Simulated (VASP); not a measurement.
VASP input:

### INCAR
```
ALGO=Normal
EDIFF=1E-7
EDIFFG=-0.01
ENCUT=520
IBRION=2
ISIF=4
ISMEAR=1
LASPH=.True.
LCHARG=.False.
LMAXMIX=4
LREAL=.False.
LWAVE=.False.
NELM=100
NSW=30
PREC=Accurate
SIGMA=0.1
SYSTEM=ZrB2
```

**POSCAR**
```
ZrB2
1
    1.5670236368    -2.7141650096     0.0000000000
    1.5670236368     2.7141650096     0.0000000000
    0.0000000000     0.0000000000     3.4939325549
Zr B
1 2
Direct
  0.0000000000   0.0000000000   0.0000000000
  0.3333330000   0.6666670000   0.5000000000
  0.6666670000   0.3333330000   0.5000000000
```

KPOINTS:
```
K-points
0
gamma
  11 11 9
```

POTCAR, in this order: Zr_sv B (LDA.64 set). Program: vasp_std.

Question: Translate this LDA calculation to Quantum ESPRESSO's pw.x.

Answer: One equivalent input (not run):
```
&CONTROL
  calculation = 'vc-relax'
  pseudo_dir = './pseudo'
  outdir = './out'
  tprnfor = .true.
  tstress = .true.
  nstep = 30
  forc_conv_thr = 0.00039
/
&SYSTEM
  ibrav = 0
  nat = 3
  ntyp = 2
  ecutwfc = 76
  occupations = 'smearing'
  smearing = 'methfessel-paxton'
  degauss = 0.00735
  input_dft = 'pz'
/
&ELECTRONS
  conv_thr = 7.3e-09
  electron_maxstep = 100
/
&IONS
/
&CELL
  cell_dofree = 'shape'
/
ATOMIC_SPECIES
  Zr 91.224 Zr.upf
  B 10.810 B.upf
CELL_PARAMETERS angstrom
     1.5670236   -2.7141650    0.0000000
     1.5670236    2.7141650    0.0000000
     0.0000000    0.0000000    3.4939326
ATOMIC_POSITIONS crystal
  Zr   0.0000000  0.0000000  0.0000000
  B    0.3333330  0.6666670  0.5000000
  B    0.6666670  0.3333330  0.5000000
K_POINTS automatic
  11 11 9 0 0 0
```
Limits of the translation: the potentials are each code's own (VASP's PAW set, PseudoDojo norm-conserving files in pw.x), so ENCUT and ecutwfc are chosen apart and not converted; conv_thr bounds pw.x's estimated SCF error, while EDIFF bounds the energy change between steps; forc_conv_thr acts on force components and is met together with etot_conv_thr.

The compound is ZrB2 in the AlB2 type structure. This run relaxes it. Symmetry was kept, so distortions that lower it aren't found.
